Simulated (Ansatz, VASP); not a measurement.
# LiH111C43S13O21 (ionic liquid triethylsulfonium methanesulfonate with Li salt at 450 K) in two plane-wave programs

Wanted: the spread between two codes on one cell, functional and k mesh. The cell is taken from a series of runs on this material, whose earlier steps may have relaxed, scaled, displaced or heated it; both programs get it as it stands.

Program: Ansatz 0.2.0. Level of theory: plane waves, with VASP 6.6.1 beside it; single point at PBE with D3(BJ). Results are calculated unless marked as measured.

## 1. Set-up

The cell holds 189 atoms: 43 C, 13 S, 111 H, 21 O and 1 Li. Its edges and angles: a = 12.427 Å, b = 12.427 Å, c = 12.427 Å, α = 90.0°, β = 90.0°, γ = 90.0°. As first built, before any earlier steps moved the atoms (in the runner's words): 6 triethylsulfonium, 7 methanesulfonate, 1 Li+ placed at random, at 1.2 g/cm^3; overlaps pushed apart, then 10 ps at 700 K with Joung-Cheatham ions (J. Phys. Chem. B 112, 9020 (2008)); MMFF94 bonds, angles, torsions, charges and radii (Halgren, J. Comput. Chem. 17, 490 (1996)) in harmonic and 12-6 forms; charges of ions scaled by 0.8. Snapshot after 30 ps at 450 K and fixed volume.

## 2. VASP: single point, PBE with D3(BJ)

With cell and atoms fixed, the geometry can't cause a difference; cores, projectors, grids and the points listed under the comparison can.

Lines of VASP's logs that name or quote its potential files are left out, and so is its time.

File INCAR:

```
SYSTEM = LiH111C43S13O21
PREC = Accurate
ENCUT = 750
EDIFF = 1E-06
NELM = 120
ISMEAR = 0
SIGMA = 0.01
LREAL = Auto
ALGO = Normal
GGA = PE
IVDW = 12
NBANDS = 377
LORBIT = 11
LWAVE = .FALSE.
LCHARG = .FALSE.
ISIF = 2
LASPH = .TRUE.
GGA_COMPAT = .FALSE.
EFERMI = MIDGAP
```

File POSCAR:

```
LiH111C43S13O21
1.0
   12.4271500000      0.0000000000      0.0000000000
    0.0000000000     12.4271500000      0.0000000000
    0.0000000000      0.0000000000     12.4271500000
C S H O Li
43 13 111 21 1
Direct
    0.3047300000      0.1685800000      0.3737200000
    0.2084300000      0.0969100000      0.3619000000
    0.1378300000      0.8877600000      0.4195300000
    0.1407700000      0.8045800000      0.3324600000
    0.2340000000      0.0189700000      0.5617300000
    0.2661500000      0.9329000000      0.6480000000
    0.4834100000      0.6413200000      0.1686900000
    0.5640100000      0.6645000000      0.2590600000
    0.7298700000      0.7747100000      0.3484800000
    0.8259400000      0.8437000000      0.3385100000
    0.5319400000      0.8469200000      0.3745800000
    0.5644900000      0.9497400000      0.4225700000
    0.4476700000      0.0245200000      0.1110200000
    0.4516800000      0.9357900000      0.0240500000
    0.6685600000      0.9064300000      0.0187600000
    0.7361000000      0.9698500000      0.0941800000
    0.5359800000      0.8704000000      0.8505600000
    0.5965600000      0.8746300000      0.7457600000
    0.5271000000      0.3212400000      0.2316800000
    0.5941600000      0.2831900000      0.3273600000
    0.6626600000      0.4507800000      0.4527700000
    0.6696400000      0.5225000000      0.5540600000
    0.6392200000      0.2477300000      0.5311200000
    0.5552400000      0.1676600000      0.5835500000
    0.3820600000      0.1699500000      0.8234800000
    0.4191400000      0.2593300000      0.8988400000
    0.6272600000      0.2531700000      0.9141600000
    0.7348700000      0.2796500000      0.8728200000
    0.5358000000      0.4402300000      0.9257400000
    0.6377700000      0.5169900000      0.9076500000
[... 153 atom lines left out ...]
    0.0765500000      0.1262400000      0.0665800000
    0.1820500000      0.9719400000      0.1110000000
    0.0514600000      0.2734400000      0.8528700000
    0.1985100000      0.3311400000      0.7369700000
    0.1490600000      0.1388900000      0.7473600000
    0.0346100000      0.2583000000      0.0034300000
```

File KPOINTS:

```
Automatic mesh
0
Gamma
1 1 1
0 0 0
```

Potentials, in the order of the species: C, S, H, O and Li_sv (PBE family, release 64).

The run is started by

```
$ export OMP_NUM_THREADS=3
$ mpirun -np 1 vasp_gam
```

Numbers of over 12 decimals in the logs are rounded to 6 here.

The log of the run:

```text
[banner, memory and clock lines left out]
running    1 mpi-ranks, on    1 nodes
[...]
Offloading initialized ...    1 GPUs detected
[...]
LDA part: xc-table for (Slater+PW92), standard interpolation
 POSCAR, INCAR and KPOINTS ok, starting setup
[...]
entering main loop
       N       E                     dE             d eps       ncg     rms          rms(c)
DAV:   1     0.427666514721E+04    0.42767E+04   -0.30483E+05   762   0.161E+03
DAV:   2    -0.573628119880E+03   -0.48503E+04   -0.45496E+04   954   0.314E+02
DAV:   3    -0.109054351325E+04   -0.51692E+03   -0.51204E+03   924   0.104E+02
DAV:   4    -0.110567276277E+04   -0.15129E+02   -0.15056E+02  1020   0.182E+01
[...]
DAV:  21    -0.984129710334E+03    0.11641E-05   -0.14013E-06   700   0.318E-03    0.791E-03
DAV:  22    -0.984129709288E+03    0.10458E-05   -0.14322E-06   668   0.349E-03    0.591E-03
DAV:  23    -0.984129709415E+03   -0.12672E-06   -0.14054E-06   644   0.211E-03
   1 F= -.99547840E+03 E0= -.99547840E+03  d E =0.000000E+00
```

OUTCAR, selected parts (step 2):

```text
  FREE ENERGIE OF THE ION-ELECTRON SYSTEM (eV)
  ---------------------------------------------------
  free  energy   TOTEN  =      -995.4783952659 eV

  energy  without entropy=     -995.4783952659  energy(sigma->0) =     -995.47839527
```

The run ends at a pressure of 1.87 GPa, with forces up to 6.6 eV/Å.

## 3. Ansatz: single point, PBE with D3(BJ)

Ansatz runs on its default PAW (the set named soft_2) files.

The same cell, functional and mesh now go to Ansatz, which takes its cutoff from its data sets.

File input.yaml:

```yaml
crystal:
  lattice:
    - [12.42715, 0.0, 0.0]
    - [0.0, 12.42715, 0.0]
    - [0.0, 0.0, 12.42715]
  atoms:
    - { symbol: C, position: [0.30473, 0.16858, 0.37372] }
    - { symbol: C, position: [0.20843, 0.09691, 0.3619] }
    - { symbol: S, position: [0.26202, 0.97588, 0.42273] }
    - { symbol: C, position: [0.13783, 0.88776, 0.41953] }
    - { symbol: C, position: [0.14077, 0.80458, 0.33246] }
    - { symbol: C, position: [0.234, 0.01897, 0.56173] }
    - { symbol: C, position: [0.26615, 0.9329, 0.648] }
    - { symbol: H, position: [0.28913, 0.23853, 0.3156] }
    - { symbol: H, position: [0.38242, 0.14366, 0.34751] }
    - { symbol: H, position: [0.31509, 0.21162, 0.45882] }
    - { symbol: H, position: [0.18434, 0.09423, 0.27909] }
    - { symbol: H, position: [0.1393, 0.12703, 0.40896] }
    - { symbol: H, position: [0.12989, 0.85512, 0.49594] }
    - { symbol: H, position: [0.0657, 0.94469, 0.40192] }
    - { symbol: H, position: [0.21134, 0.74514, 0.34461] }
    - { symbol: H, position: [0.06741, 0.7643, 0.32607] }
    - { symbol: H, position: [0.14508, 0.84173, 0.24971] }
    - { symbol: H, position: [0.1463, 0.03434, 0.57161] }
    - { symbol: H, position: [0.28484, 0.08806, 0.59078] }
    - { symbol: H, position: [0.18706, 0.90443, 0.67847] }
    - { symbol: H, position: [0.30971, 0.86472, 0.6101] }
    - { symbol: H, position: [0.31092, 0.96493, 0.71379] }
    - { symbol: C, position: [0.48341, 0.64132, 0.16869] }
    - { symbol: C, position: [0.56401, 0.6645, 0.25906] }
    - { symbol: S, position: [0.61112, 0.80983, 0.25833] }
    - { symbol: C, position: [0.72987, 0.77471, 0.34848] }
    - { symbol: C, position: [0.82594, 0.8437, 0.33851] }
    - { symbol: C, position: [0.53194, 0.84692, 0.37458] }
    - { symbol: C, position: [0.56449, 0.94974, 0.42257] }
    - { symbol: H, position: [0.50762, 0.67772, 0.08802] }
[... 153 atom lines left out ...]
    - { symbol: O, position: [0.19851, 0.33114, 0.73697] }
    - { symbol: O, position: [0.14906, 0.13889, 0.74736] }
    - { symbol: H, position: [0.06431, 0.21965, 0.57838] }
    - { symbol: H, position: [0.94031, 0.22995, 0.67909] }
    - { symbol: H, position: [0.01951, 0.338, 0.61679] }
    - { symbol: Li, position: [0.03461, 0.2583, 0.00343] }
kpoints:
  mp_grid: { grid: [1, 1, 1] }
hamiltonian:
  xc: pbe
  dispersion: d3bj
scf:
  occupations: { method: fixed }
output:
  forces: true
  stress: true
  populations: true
  dos:
    method: { smearing: { sigma: 0.08 } }
    de: 0.1
    projected: { site_lists: { C: [C], H: [H], Li: [Li], O: [O], S: [S] } }
  eigenvalues: true
```

The run is started by

```
$ ansatz run input.yaml --threads 4 --pin off --max-ram 8192MiB --backend cpu --events-out ev --progress --plain --runs-dir out
```

The log of the run:

```text
Engine: ansatz 0.2.0, x86_64-unknown-linux-gnu
Pseudopotentials: kind: paw
Pseudopotential: C, paw, valence charge 4, recommended cutoff 420 eV (normal), C.paw.azcp
Pseudopotential: S, paw, valence charge 6, recommended cutoff 420 eV (normal), S.paw.azcp
Pseudopotential: H, paw, valence charge 1, recommended cutoff 420 eV (normal), H.paw.azcp
Pseudopotential: O, paw, valence charge 6, recommended cutoff 420 eV (normal), O.paw.azcp
Pseudopotential: Li, paw, valence charge 3, recommended cutoff 420 eV (normal), Li.paw.azcp
Functional definition: PBE
  parameter kappa = 0.804
  parameter beta = 0.066725
  exchange = pbe_x(kappa = kappa, mu = beta*pi^2/3)
  correlation = pbe_c(beta = beta)
Crystal: 189 atoms, lattice volume = 1919.175 Å³
Basis set: ecut = 420 eV, 37529 PW (Γ), exchange–correlation on 180×180×180 points (8 copies of the dense FFT grid, shifted against one another)
Bands: 434, of which v1, the nominal top of the filled ones, is band 245 counted from 1 (244 counted from 0)
Symmetry: 1 space group operations
Space group: P1 (ITA 1), of the structure as read, at distance tolerance 1.2e-4 Å
k-points: 1
Non-local potential: C, projectors of the file, l = 0: 2, l = 1: 2, l = 2: 1
Non-local potential: S, projectors of the file, l = 0: 2, l = 1: 2, l = 2: 2
Non-local potential: H, projectors of the file, l = 0: 2, l = 1: 1
Non-local potential: O, projectors of the file, l = 0: 2, l = 1: 2, l = 2: 1
Non-local potential: Li, projectors of the file, l = 0: 3, l = 1: 2, l = 2: 1
PAW form: soft (Blöchl's): semilocal exchange-correlation on the pseudo side does not see the compensation charge
PAW one-centre angular grid: C, 110 points (default); XC on 64 Gauss nodes
PAW one-centre angular grid: S, 110 points (default); XC on 64 Gauss nodes
PAW one-centre angular grid: H, 110 points (default); XC on 64 Gauss nodes
PAW one-centre angular grid: O, 110 points (default); XC on 64 Gauss nodes
PAW one-centre angular grid: Li, 110 points (default); XC on 64 Gauss nodes
Initial density: superposition of atomic densities (neutral atoms: chi_scale 0, normalization atom), corrected by the library's trained network
Initial wavefunctions: pseudopotential atomic-orbital guess
Functional: x = pbe(κ = 0.804, μ = 0.219515), c = pbe(β = 0.066725)
SCF iter   1: F=—  HF=-36410.730132 eV  |F-HF|=—  |Δ(HF+E_count)|=         —  Δρ=5.87e-3  dr2=2.08e0  ethr=1.77e-3  ⟨swp⟩=4.0  Hψ=1622  notcnv=0  defer=183
preconditioner: auto → Resta (q_TF=auto, 2.173 Å⁻¹)  ε∞=2.5  [insulator: Δε(μ)=2.956 eV  Ē_g=15.038 eV  n_scr=340 (ndim 8)  ℏωp=18.5 eV  f_vac=0.187  ε∞_Penn≈2.5]
SCF iter   2: F=—  HF=-36410.065626 eV  |F-HF|=—  |Δ(HF+E_count)|=   6.65e-1  Δρ=3.09e-3  dr2=5.19e-1  ethr=4.24e-4  ⟨swp⟩=2.0  Hψ=506  notcnv=0  defer=184
SCF iter   3: F=—  HF=-36409.906429 eV  |F-HF|=—  |Δ(HF+E_count)|=   1.59e-1  Δρ=1.91e-3  dr2=1.18e-1  ethr=1.06e-4  ⟨swp⟩=2.0  Hψ=424  notcnv=0  defer=187
SCF iter   4: F=—  HF=-36409.870336 eV  |F-HF|=—  |Δ(HF+E_count)|=   3.61e-2  Δρ=9.32e-4  dr2=1.91e-2  ethr=2.41e-5  ⟨swp⟩=2.0  Hψ=740  notcnv=0  defer=186
SCF iter   5: F=—  HF=-36409.866564 eV  |F-HF|=—  |Δ(HF+E_count)|=   3.77e-3  Δρ=3.71e-4  dr2=2.60e-3  ethr=3.90e-6  ⟨swp⟩=2.0  Hψ=498  notcnv=0  defer=187
SCF iter   6: F=—  HF=-36409.866534 eV  |F-HF|=—  |Δ(HF+E_count)|=   2.97e-5  Δρ=1.83e-4  dr2=5.68e-4  ethr=5.30e-7  ⟨swp⟩=2.0  Hψ=496  notcnv=0  defer=183
SCF iter   7: F=—  HF=-36409.866535 eV  |F-HF|=—  |Δ(HF+E_count)|=   8.02e-7  Δρ=5.07e-5  dr2=4.96e-5  ethr=1.16e-7  ⟨swp⟩=2.0  Hψ=496  notcnv=0  defer=182
SCF iter   8: F=—  HF=-36409.869360 eV  |F-HF|=—  |Δ(HF+E_count)|=   2.82e-3  Δρ=1.70e-5  dr2=5.59e-6  ethr=1.01e-8  ⟨swp⟩=2.0  Hψ=497  notcnv=0  defer=182
SCF iter   9: F=—  HF=-36409.869364 eV  |F-HF|=—  |Δ(HF+E_count)|=   4.24e-6  Δρ=9.60e-6  dr2=1.54e-6  ethr=1.14e-9  ⟨swp⟩=2.0  Hψ=496  notcnv=0  defer=182
SCF iter  10: F=—  HF=-36409.869364 eV  |F-HF|=—  |Δ(HF+E_count)|=   5.93e-8  Δρ=3.07e-6  dr2=1.63e-7  ethr=3.15e-10  ⟨swp⟩=2.0  Hψ=496  notcnv=0  defer=182
SCF iter  11: F=-36409.869364 eV  HF=-36409.869364 eV  |F-HF|=1.18e-8  |Δ(HF+E_count)|=   6.85e-8  Δρ=9.24e-7  dr2=1.72e-8  ethr=2.04e-11  ⟨swp⟩=18.0  Hψ=3167  notcnv=0
SCF 1 converged in 11 iterations: F = -36409.869364 eV  dr2 = 1.72e-8
  greatest PAW one-centre occupation: 1.000 electrons in one spin orbital (limit 2), on the Li atom at site 188 (counted from 0), in its partial waves of l = 0
SCF converged after 11 iterations
Free energy (F): -36409.869364 eV
Harris-Foulkes:  -36409.869364 eV  (|F-HF|=1.18e-8)
Internal energy: -36409.869364 eV  (E = F + TS)
E sigma→0 (E₀):  -36409.869364 eV
Fermi energy:    1.094949 eV
--- Per-component energies (eV) ---
  E_band       = -3482.274840
  E_kinetic    = 10686.115576
  E_local      = -32088.723280  (includes V_loc(G=0)·N_el)
  E_nonlocal   = 2691.945854
  E_hartree    = 11727.331908
  E_xc         = -5913.668430
[...]
--- Stress (GPa, compression-positive) ---
        2.555936       0.628487      -0.136056
        0.628486       1.856316       0.860305
       -0.136054       0.860305       2.470479
  P = ⅓ Tr σ = 2.2942 GPa (22.942 kbar)
--- Band table (eV) ---
  k-point 0: bands = [... 241 lower, 0.5712, 0.6947, 0.7074, 1.0949, 2.4780, 2.5426, 2.7789, 2.9789, ... 185 higher]
--- Löwdin populations: 189 sites ---
  site symbol       q [e]
     0      C      4.4547
     1      C      4.3394
     2      S      5.2723
     3      C      4.3050
     4      C      4.4607
     5      C      4.3400
     6      C      4.4369
     7      H      0.7822
     8      H      0.8258
     9      H      0.8470
    10      H      0.7427
    11      H      0.7679
    12      H      0.7677
    13      H      0.7876
    14      H      0.8306
    15      H      0.7577
    16      H      0.8048
    17      H      0.7683
    18      H      0.7970
    19      H      0.7972
    20      H      0.8157
    21      H      0.8123
    22      C      4.4173
    23      C      4.3236
[...]
181      S      3.6369
   182      O      6.8376
   183      O      6.8331
   184      O      6.8287
   185      H      0.8046
   186      H      0.8183
   187      H      0.7843
   188     Li      2.2572
  spilling = 0.017299 (of n_electrons = 490.000000)
```

In the SCF lines HF is the Harris–Foulkes energy and dr2 the Hartree energy of the density residual, in eV; the loop may stop once dr2 is under the threshold and the program's other checks hold. Hψ counts applications of the Hamiltonian.

## 4. Side by side

Known differences besides the potentials themselves: fixed occupations in Ansatz, narrow Gaussian smearing in VASP; the cutoff is 420 eV in Ansatz and 750 eV in VASP (PREC = Accurate, projectors in real space). Total energies have different zeros and are not compared.

Compared:

```tsv
quantity	Ansatz	VASP	difference
pressure (GPa)	2.29	1.87	+0.42
gap on the k mesh (eV)	1.383	1.417	-0.034
```

Forces on 8 of the 189 atoms, those with the largest forces and the largest differences (eV/Å; atoms numbered as in POSCAR):

```tsv
atom	Ansatz x, y, z	VASP x, y, z
C1	-0.653, 4.781, 0.903	-0.646, 4.783, 0.908
C15	2.232, -1.739, -3.531	2.178, -1.715, -3.560
C23	-3.016, 0.679, 3.226	-3.048, 0.702, 3.196
S54	-4.072, -4.775, 3.020	-3.828, -4.533, 2.864
H150	2.983, 3.562, -1.735	2.973, 3.560, -1.732
O179	3.112, 1.961, 2.777	2.716, 1.756, 2.472
O180	3.348, 2.996, -3.209	2.965, 2.561, -3.029
O186	-0.913, 0.378, 1.881	-0.694, 0.291, 1.577
```

The forces differ by 70 meV/Å r.m.s., which is 5.9 % of the r.m.s. force of 1.192 eV/Å (both taken over all components). A gap on the mesh is an upper bound, since the band edges may lie between its points.

## 5. Summary of results

- r.m.s. force difference (single point, PBE with D3(BJ)): 5.9 % of the r.m.s. force

In words: The r.m.s. force difference is 5.9 % of the r.m.s. force (single point, PBE with D3(BJ)), beyond the 3 % picked in this series as the mark of a large difference. What causes the difference of the single point, PBE with D3(BJ) pair stays open here. How closely two codes agree says nothing of how well the functional describes the real material.

[Lines on the potential files, build, host, timing and source positions are cut from VASP's logs without a mark.]

[Logs are printed without paths, hosts, clocks, repeated set-up lines and the standing remarks that a program may print on its own settings, such as how far it seeks lower states.]

[Hosts, paths, dates, database ids (printed as entryN), source tags and the programs' standing remarks are cut or masked in the printed files.]

[The MMFF94 radii named for the starting cell were scaled by 0.96; in molecules described by MMFF94, hydrogen bound to N, O or S took a small fixed 12-6 site in their place.]
